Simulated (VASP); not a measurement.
**K3TeCl: single point with PBE**

Crystal: K3TeCl.

```xyz
5
Lattice="7.1800 0.0000 0.0000 0.0000 7.1800 0.0000 0.0000 0.0000 7.1800" Properties=species:S:1:pos:R:3 pbc="T T T"
Cl    0.0000    0.0000    0.0000
Te    3.5900    3.5900    3.5900
K     3.5900    3.5900    0.0000
K     3.5900    0.0000    3.5900
K     0.0000    3.5900    3.5900
```

The cell comes from a database or a generator and needn't be the stable form of this composition.

```yaml
Program: VASP 6.6.1
Task: single point
Functional: PBE
Potentials_or_basis: VASP PAW PBE potentials, release 64 (Cl, Te, K_sv)
Cutoff: 520 eV
k_mesh: 4 × 4 × 4
Occupations: gaussian, width 0.05 eV
Spin: no spin polarisation
Dipole_correction: no
Further_INCAR_settings: ALGO = Normal; EDIFF = 1e-07; NBANDS = 28
```

The pressure is -1.3 GPa and the band gap on the k mesh is 1.87 eV, direct.

Levels at points of the mesh, in eV from the valence-band top:
```tsv
k point	band 17	band 18	band 19	band 20	band 21	band 22	band 23	band 24
(0.00, 0.00, 0.00)	-0.52	0.00	0.00	0.00	1.87	3.81	3.81	4.62
(0.50, 0.00, 0.00)	-0.51	-0.41	-0.03	-0.03	2.72	3.19	4.55	4.55
(0.50, 0.50, 0.00)	-0.51	-0.31	-0.31	-0.04	3.40	3.48	3.89	3.89
(0.50, 0.50, 0.50)	-0.54	-0.41	-0.41	-0.41	4.02	4.02	4.02	4.31
```

Run time: 2.6 min on 1 thread of Intel(R) Xeon(R) Platinum 8259CL CPU @ 2.50GHz (Skylake/Cascade Lake) (shared host), peak memory 0.44 GiB.

Caveat: spin-orbit coupling is left out, which moves the levels of the heavy elements. A k mesh can miss the band edges.
